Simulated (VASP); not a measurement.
Given:

```xyz
4
Lattice="4.4851 0.0000 0.0000 0.0000 4.4851 0.0000 0.0000 0.0000 16.6766" Properties=species:S:1:pos:R:3 pbc="T T T"
Y      2.2425     0.0000     9.6766
Y      0.0000     2.2425     7.0000
P      0.0000     0.0000     8.3383
P      2.2425     2.2425     8.3383
```

Computed with PBE GGA, VASP's PBE PAW potentials (set 64) (plane waves; VASP 6.6.1). Settings: 300 eV cut-off, 4×4×1 Γ-centred mesh, Gaussian smearing of 0.10 eV, potentials Y_sv P.

At this cut-off the stress carries a Pulay error, which pulls relaxed volumes low. The cell holds a wide vacuum, so values per volume refer to the whole cell.

Problem. Give the force on each atom (eV/Å).

Solution. 
```tsv
atom	Fx	Fy	Fz
Y1	0.000	0.000	-0.214
Y2	0.000	0.000	0.214
P3	0.000	0.000	0.000
P4	0.000	0.000	0.000
```

Problem. Give the stress tensor in GPa (positive for a compressed cell).

Solution. 
```
 3.54   0.00   0.00
 0.00   3.54   0.00
 0.00   0.00  -0.34
```
The pressure is its mean diagonal, 2.25 GPa.

The cell is a sheet with vacuum, built from a generated structure.
